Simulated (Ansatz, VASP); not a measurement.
# HfO2 in two plane-wave programs

One calculation is typed for both programs; each brings its own data sets. How far apart do they land? The structure shown comes from an earlier Ansatz run, which isn't shown and may have moved the atoms alone.

Calculated with Ansatz 0.2.0; plane waves, with VASP 6.6.1 beside it; elastic constants at LDA.

## Step 1: Set-up

The structure is cubic, space group Fm-3m (No. 225). The conventional cell has a = 4.962 Å, b = 4.962 Å, c = 4.962 Å, α = 90.00°, β = 90.00°, γ = 90.00°. Hf has 8 O at 2.15 Å nearest. Nearest to O lie 4 Hf at 2.15 Å. Farther neighbours and most contacts between anions are not listed.

## Step 2: Ansatz: elastic constants, LDA

Ansatz runs on norm-conserving files, of PseudoDojo where its log says so.

Elastic constants are differences of stresses under small strains, so they test the stress and the mesh.

The input, input.yaml:

```yaml
crystal:
  lattice:
    - [-2.4810080164, 0.0, 2.4810080164]
    - [0.0, 2.4810080164, 2.4810080164]
    - [-2.4810080164, 2.4810080164, 0.0]
  atoms:
    - { symbol: Hf, position: [0.0, 0.0, 0.0] }
    - { symbol: O, position: [0.75, 0.75, 0.75] }
    - { symbol: O, position: [0.25, 0.25, 0.25] }
kpoints:
  mp_grid: { grid: [8, 8, 8] }
hamiltonian:
  xc: lda
  pseudopotentials: { kind: nc, accuracy: standard }
scf:
  occupations: { method: fixed }
output:
  forces: true
  stress: true
  eigenvalues: true
basis:
  ecutwfc: 1197.301
elastic:
  mode: relaxed_ion
```

Command:

```console
$ ansatz run input.yaml --threads 4 --pin off --max-ram 8192MiB --backend cpu --events-out ev --progress --plain --runs-dir out
```

The log of the run:

```text
Engine: ansatz 0.2.0, x86_64-unknown-linux-gnu
Pseudopotentials: kind: nc
Pseudopotential: Hf, nc, valence charge 12, recommended cutoff 789.130201 eV (normal), Hf.nc.azcp (PseudoDojo's, or run here from an input of PseudoDojo's; its table is named by hamiltonian.pseudopotentials.accuracy)
Pseudopotential: O, nc, valence charge 6, recommended cutoff 1142.878222 eV (normal), O.nc.azcp (PseudoDojo's, or run here from an input of PseudoDojo's; its table is named by hamiltonian.pseudopotentials.accuracy)
Functional definition: SPW92
  exchange = slater_x
  correlation = pw_c
Crystal: 3 atoms, lattice volume = 30.543 Å³
Basis set: ecut = 1197.301 eV, 2837 PW (Γ)
Bands: 16, of which v1, the nominal top of the filled ones, is band 12 counted from 1 (11 counted from 0)
Symmetry: 48 space group operations
Space group: Fm-3m (ITA 225), of the structure as read, at distance tolerance 3.1e-5 Å
k-points: 29 of 512
Non-local potential: Hf, projectors of the file, l = 0: 2, l = 1: 2, l = 2: 2, l = 3: 2
Non-local potential: O, projectors of the file, l = 0: 2, l = 1: 2, l = 2: 1
Initial density: superposition of atomic densities (chi_scale 0.1, normalization cell, long waves kept (reshape's long-wave potential 0.00 eV rms))
Initial wavefunctions: pseudopotential atomic-orbital guess
Functional: x = slater, c = lda
SCF iter   1: F=—  HF=-2441.591676 eV  |F-HF|=—  |Δ(HF+E_count)|=         —  Δρ=7.00e-2  dr2=1.35e0  ethr=3.10e-3  ⟨swp⟩=5.2  Hψ=2295  notcnv=0  defer=57
preconditioner: auto → none  [insulator: Δε(μ)=4.454 eV  Ē_g=19.702 eV  n_scr=14 (ndim 8)  ℏωp=31.5 eV  f_vac=0.000  ε∞_Penn≈3.6]
SCF iter   2: F=—  HF=-2441.226611 eV  |F-HF|=—  |Δ(HF+E_count)|=   3.65e-1  Δρ=4.38e-2  dr2=2.97e-1  ethr=3.10e-3  ⟨swp⟩=2.3  Hψ=984  notcnv=0  defer=57
SCF iter   3: F=—  HF=-2441.156611 eV  |F-HF|=—  |Δ(HF+E_count)|=   7.00e-2  Δρ=1.53e-2  dr2=6.78e-2  ethr=1.24e-3  ⟨swp⟩=2.9  Hψ=944  notcnv=0  defer=58
SCF iter   4: F=—  HF=-2441.140720 eV  |F-HF|=—  |Δ(HF+E_count)|=   1.59e-2  Δρ=3.07e-3  dr2=2.02e-3  ethr=2.83e-4  ⟨swp⟩=2.1  Hψ=734  notcnv=0  defer=58
SCF iter   5: F=—  HF=-2441.140476 eV  |F-HF|=—  |Δ(HF+E_count)|=   2.44e-4  Δρ=3.68e-4  dr2=2.58e-5  ethr=8.40e-6  ⟨swp⟩=3.4  Hψ=959  notcnv=0  defer=58
SCF iter   6: F=—  HF=-2441.140475 eV  |F-HF|=—  |Δ(HF+E_count)|=   1.46e-6  Δρ=6.56e-5  dr2=2.61e-7  ethr=1.08e-7  ⟨swp⟩=2.6  Hψ=844  notcnv=0  defer=58
SCF iter   7: F=—  HF=-2441.140479 eV  |F-HF|=—  |Δ(HF+E_count)|=   4.13e-6  Δρ=5.32e-6  dr2=3.08e-9  ethr=1.09e-9  ⟨swp⟩=3.6  Hψ=1075  notcnv=0  defer=58
SCF iter   8: F=—  HF=-2441.140479 eV  |F-HF|=—  |Δ(HF+E_count)|=  3.56e-10  Δρ=3.26e-7  dr2=1.35e-11  ethr=1.28e-11  ⟨swp⟩=2.9  Hψ=881  notcnv=0  defer=58
SCF iter   9: F=—  HF=-2441.140479 eV  |F-HF|=—  |Δ(HF+E_count)|=  4.09e-12  Δρ=6.53e-8  dr2=6.68e-13  ethr=5.63e-14 (applied; sched 1.00e-12)  ⟨swp⟩=3.1  Hψ=985  notcnv=0  defer=58
SCF iter  10: F=-2441.140479 eV  HF=-2441.140479 eV  |F-HF|=4.55e-13  |Δ(HF+E_count)|=  4.55e-13  Δρ=2.78e-9  dr2=1.27e-15  ethr=1.00e-12  ⟨swp⟩=11.0  Hψ=3180  notcnv=0
SCF 1 converged in 10 iterations: F = -2441.140479 eV  dr2 = 1.27e-15
Crystal: 3 atoms, lattice volume = 30.421 Å³
Basis set: ecut = 1197.301 eV, 2821 PW (Γ)
Symmetry: 16 space group operations
k-points: 59 of 512
Initial density: handed on by an earlier stage of this run
Initial wavefunctions: those handed on with the density
[...]
preconditioner: auto → none  [insulator: Δε(μ)=3.784 eV  Ē_g=19.388 eV  n_scr=14 (ndim 8)  ℏωp=31.6 eV  f_vac=0.015  ε∞_Penn≈3.7]
[...]
SCF 15 converged in 2 iterations: F = -2441.140448 eV  dr2 = 4.41e-15
[...]
SCF 16 converged in 10 iterations: F = -2441.140298 eV  dr2 = 8.44e-15
relax step   1: F+E_penalty+E_count = -2441.14029831 eV  Δ(F+E_penalty+E_count) = +0.000e0 eV  max|allowed force component| = 3.555e-2 eV/Å  Δτ_max = 0.0000 Å  (10 SCF iters, accepted)
[...]
SCF iter   3: F=—  HF=-2441.140356 eV  |F-HF|=—  |Δ(HF+E_count)|=   7.64e-6  Δρ=1.72e-5  dr2=2.57e-8  ethr=2.61e-9  ⟨swp⟩=2.6  Hψ=2754  notcnv=0  defer=158
SCF iter   4: F=—  HF=-2441.140356 eV  |F-HF|=—  |Δ(HF+E_count)|=   1.37e-9  Δρ=2.14e-6  dr2=6.15e-10  ethr=1.07e-10  ⟨swp⟩=2.3  Hψ=2338  notcnv=0  defer=157
SCF iter   5: F=—  HF=-2441.140356 eV  |F-HF|=—  |Δ(HF+E_count)|=  5.37e-11  Δρ=1.36e-6  dr2=4.29e-10  ethr=2.56e-12  ⟨swp⟩=3.3  Hψ=3139  notcnv=0  defer=157
SCF iter   6: F=—  HF=-2441.140356 eV  |F-HF|=—  |Δ(HF+E_count)|=  1.13e-10  Δρ=3.00e-7  dr2=6.89e-12  ethr=1.79e-12  ⟨swp⟩=2.1  Hψ=2234  notcnv=0  defer=156
SCF iter   7: F=—  HF=-2441.140356 eV  |F-HF|=—  |Δ(HF+E_count)|=  2.27e-12  Δρ=8.22e-8  dr2=8.40e-13  ethr=2.87e-14 (applied; sched 1.00e-12)  ⟨swp⟩=3.0  Hψ=3017  notcnv=0  defer=155
SCF iter   8: F=—  HF=-2441.140356 eV  |F-HF|=—  |Δ(HF+E_count)|=  4.55e-13  Δρ=3.15e-8  dr2=1.16e-13  ethr=3.50e-15 (applied; sched 1.00e-12)  ⟨swp⟩=2.5  Hψ=2565  notcnv=0  defer=155
SCF iter   9: F=-2441.140356 eV  HF=-2441.140356 eV  |F-HF|=9.09e-13  |Δ(HF+E_count)|=    0.00e0  Δρ=4.54e-9  dr2=2.71e-15  ethr=1.00e-12  ⟨swp⟩=5.1  Hψ=6263  notcnv=0
SCF 17 converged in 9 iterations: F = -2441.140356 eV  dr2 = 2.71e-15
relax step   2: F+E_penalty+E_count = -2441.14035576 eV  Δ(F+E_penalty+E_count) = -5.745e-5 eV  max|allowed force component| = 2.053e-6 eV/Å  Δτ_max = 0.0016 Å  (9 SCF iters, accepted)
iter 1 solved again at ethr=1.00e-12 eV; its pass at ethr=3.10e-3 eV (dr2=7.50e-14 eV) is discarded
SCF iter   1: F=—  HF=-2441.140356 eV  |F-HF|=—  |Δ(HF+E_count)|=         —  Δρ=4.16e-9  dr2=2.29e-15  ethr=1.00e-12  ⟨swp⟩=2.3  Hψ=7702  notcnv=0  defer=120
SCF iter   2: F=-2441.140356 eV  HF=-2441.140356 eV  |F-HF|=0.00e0  |Δ(HF+E_count)|=    0.00e0  Δρ=1.40e-9  dr2=3.20e-16  ethr=1.00e-12  ⟨swp⟩=6.7  Hψ=7364  notcnv=0
SCF 18 converged in 2 iterations: F = -2441.140356 eV  dr2 = 3.20e-16
SCF converged after 10 iterations
Free energy (F): -2441.140479 eV
Harris-Foulkes:  -2441.140479 eV  (|F-HF|=4.55e-13)
Internal energy: -2441.140479 eV  (E = F + TS)
E sigma→0 (E₀):  -2441.140479 eV
Fermi energy:    13.049943 eV
--- Per-component energies (eV) ---
  E_band       = -89.934291
  E_kinetic    = 1005.551978
  E_local      = -1227.869055  (includes V_loc(G=0)·N_el)
  E_nonlocal   = -79.178543
  E_hartree    = 359.778347
  E_xc         = -613.504460
  E_vxc        = -507.995367  (∫ρ·V_xc dr)
  E_ewald      = -1885.918747
  E_smearing   = -0.000000  (= −TS)
  E_closure    = -0.000000  (closes the sum)
  Σ components = -2441.140479   (vs F -2441.140479, Δ=0.00e0)
--- Forces (eV/Å), atoms counted from 1 ---
  atom   1  Hf     0.00000000     0.00000000    -0.00000000
  atom   2  O      0.00000000    -0.00000000    -0.00000000
  atom   3  O      0.00000000     0.00000000     0.00000000
  max |Σ_I F_I| component: 9.25e-18 eV/Å
--- Stress (GPa, compression-positive) ---
        0.002672       0.000000       0.000000
        0.000000       0.002672      -0.000000
        0.000000      -0.000000       0.002672
  P = ⅓ Tr σ = 0.0027 GPa (0.027 kbar)
--- Band table (eV; the first three rows and the last of 29) ---
  k-point 0: bands = [... 8 lower, 7.2398, 12.4023, 12.4023, 12.4023, 16.9473, 16.9473, 19.2732, 24.2736]
  k-point 1: bands = [... 8 lower, 7.7267, 11.9410, 12.0817, 12.0817, 17.2866, 17.2866, 19.8621, 23.4604]
  k-point 2: bands = [... 8 lower, 8.8303, 11.0105, 11.5213, 11.5213, 17.7853, 17.7853, 20.3966, 22.8877]
  k-point 28: bands = [... 8 lower, 10.3253, 10.3253, 11.5206, 12.8192, 17.9936, 18.3973, 20.7064, 20.7064]
--- Elastic constants: 2 strain directions × 4 members + reference (group order 48) ---
  dense FFT box of the reference and of every strained cell: 40×40×40
  strains applied: 11, 23; error gains: componentwise 1.00 (the most a stress slope's error grows in a printed constant), spectral 1.73 (1 for all six strains in a standard setting)
  C = ∂σ_k/∂η_j (tension-positive GPa; Voigt order 11 22 33 23 13 12):
       635.953    121.120    121.120     -0.000      0.000     -0.000
       121.120    635.953    121.120      0.000      0.000     -0.000
       121.120    121.120    635.953     -0.000      0.000     -0.000
        -0.000      0.000     -0.000     80.760     -0.000     -0.000
        -0.000      0.000      0.000      0.000     80.760     -0.000
         0.000     -0.000      0.000     -0.000      0.000     80.760
  reference stress σ⁰ (GPa):     -0.003     -0.003     -0.003      0.000     -0.000     -0.000
  C* (energy form; C + prestress term) asymmetry max|C*_kj − C*_jk| = 8.527e-14 GPa — a small one proves nothing (zero by symmetry where the batch's group is 432, −43m or m−3m); a large one is finite-difference/SCF noise where every solve meets its electron count
  moduli (Voigt/Reuss/Hill, GPa): K = 292.73/292.73/292.73   G = 151.42/111.32/131.37   E = 342.83   ν = 0.305
  mechanically stable: yes (min eigenvalue of sym C = 80.76 GPa)
  strain η (Voigt 11):  stress-route row diagonal C_11 = 635.95 GPa, energy-path curvature d²(F+E_count+ΔE)/dδ²/Ω₀ = 635.95 GPa
    cells at ±δ against ±2δ: C11 635.96 and 635.99 GPa, apart by 0.00 % of the column's largest entry
         δ    σ_11 (GPa)             F (eV)   n_scf  n_hpsi   n_pw
    -4.000e-3      -2.5691       -2441.1395015       9   21996   2878   relax 0 steps, max|allowed force component| 2.78e-17 eV/Å
    -2.000e-3      -1.2802       -2441.1402347       3   14721   2884   relax 0 steps, max|allowed force component| 2.43e-17 eV/Å
     2.000e-3       1.2637       -2441.1402383       2   13562   2892   relax 0 steps, max|allowed force component| 2.54e-17 eV/Å
     4.000e-3       2.5189       -2441.1395169       6   17175   2900   relax 0 steps, max|allowed force component| 3.24e-17 eV/Å
  strain η (Voigt 23):  stress-route row diagonal C_44 = 80.76 GPa, energy-path curvature d²(F+E_count+ΔE)/dδ²/Ω₀ = 80.76 GPa
    cells at ±δ against ±2δ: C44 80.76 and 80.77 GPa, apart by 0.01 % of the column's largest entry
         δ    σ_23 (GPa)             F (eV)   n_scf  n_hpsi   n_pw
    -4.000e-3      -0.3231       -2441.1403558       2   16420   2885   relax 3 steps, max|allowed force component| 4.43e-8 eV/Å
    -2.000e-3      -0.1615       -2441.1404482       2   16758   2884   relax 2 steps, max|allowed force component| 2.09e-6 eV/Å
     2.000e-3       0.1615       -2441.1404482       2   16795   2884   relax 2 steps, max|allowed force component| 3.07e-8 eV/Å
     4.000e-3       0.3231       -2441.1403558       2   16498   2885   relax 2 steps, max|allowed force component| 2.05e-6 eV/Å
```

(Part 1 of 2 ends here.)

[Lines on the potential files, build, host, timing and source positions are cut from VASP's logs without a mark.]

[Logs are printed without paths, hosts, clocks, repeated set-up lines and the standing remarks that a program may print on its own settings, such as how far it seeks lower states.]

[Hosts, paths, dates, database ids (printed as entryN), source tags and the programs' standing remarks are cut or masked in the printed files.]
